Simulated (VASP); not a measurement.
Consider the following.

```xyz
4
Lattice="3.8981 0.0000 0.0000 0.0000 3.8981 0.0000 0.0000 0.0000 3.8981" Properties=species:S:1:pos:R:3 pbc="T T T"
Mo     0.0000     1.9491     1.9491
Mo     1.9491     1.9491     0.0000
Mo     1.9491     0.0000     1.9491
Pd     0.0000     0.0000     0.0000
```

These are PBE GGA, VASP's PBE PAW potentials (set 64) (plane waves; VASP 6.6.1) values and carry that method's errors. Numerical set-up: 300 eV cut-off, 6×6×6 Γ-centred mesh, Gaussian smearing of 0.050 eV, potentials Mo_sv Pd.

At this cut-off the stress carries a Pulay error, which pulls relaxed volumes low.

Estimate the energy per atom (σ→0), pressure, band gap (on the k-mesh) with the smallest direct gap where there is one.

| Item | Result |
|---|---|
| band gap (on the k-mesh) | none (metal, semimetal or under 0.01 eV) |
| energy per atom (σ→0) | -9362 meV/atom |
| pressure | 12.38 GPa |

Total energies compare only between runs with the same potentials, cut-off and functional.

The structure was generated: Mo3Pd was put into an ordered model structure, which need not be its known phase. The cell was not relaxed at this level.
